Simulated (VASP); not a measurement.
Input of a VASP 6.6.1 run:

Contents of INCAR:

```
SYSTEM = Cs2SiO6
ALGO = Normal ; EDIFF = 1E-6
ENCUT = 520 ; GGA = PE
ISIF = 2 ; ISMEAR = 0
LASPH = .TRUE. ; LCHARG = .TRUE.
LELF = .TRUE. ; LREAL = .FALSE.
LVHAR = .TRUE. ; LWAVE = .FALSE.
NBANDS = 39 ; NELM = 80
PREC = Accurate ; SIGMA = 0.0168
```

File KPOINTS:

```
k-points
0
G
  5 5 5
  0 0 0
```

POSCAR

```
Cs2SiO6
1.0
    0.0000000000      4.2910960000      4.2910960000
    4.2910960000      0.0000000000      4.2910960000
    4.2910960000      4.2910960000      0.0000000000
Si Cs O
1 2 6
Direct
    0.0000000000      0.0000000000      0.0000000000
    0.2500000000      0.2500000000      0.2500000000
    0.7500000000      0.7500000000      0.7500000000
    0.7900000000      0.2100000000      0.2100000000
    0.2100000000      0.7900000000      0.2100000000
    0.2100000000      0.7900000000      0.7900000000
    0.7900000000      0.2100000000      0.7900000000
    0.2100000000      0.2100000000      0.7900000000
    0.7900000000      0.7900000000      0.2100000000
```

Potentials or basis: VASP PAW PBE potentials, release 64 (Si, Cs_sv, O).

Run with:

```sh
$ cat potpaw_PBE.64/Si/POTCAR potpaw_PBE.64/Cs_sv/POTCAR potpaw_PBE.64/O/POTCAR > POTCAR
$ mpirun -np 1 vasp_std > vasp.out
```

Question: Predict the pressure.

Answer: -0.9 GPa.

Question: Predict the band gap on the k mesh.

Answer: 0.08 eV, indirect (least direct gap 0.16 eV).

Forces on the atoms (eV/Å):
```
Si   0.000  0.000  0.000
Cs   0.000  0.000  0.000
Cs   0.000  0.000  0.000
O   -2.143  0.000  0.000
O    0.000 -2.143  0.000
O    2.143  0.000  0.000
O    0.000  2.143  0.000
O    0.000  0.000 -2.143
O    0.000  0.000  2.143
```

Caveat: spin-orbit coupling is left out, which moves the levels of the heavy elements; an odd mesh through Γ misses points on the zone boundary, where band edges often lie; forces of over 1 eV/Å show positions far from the minimum, so gaps and moduli don't describe the material at rest.
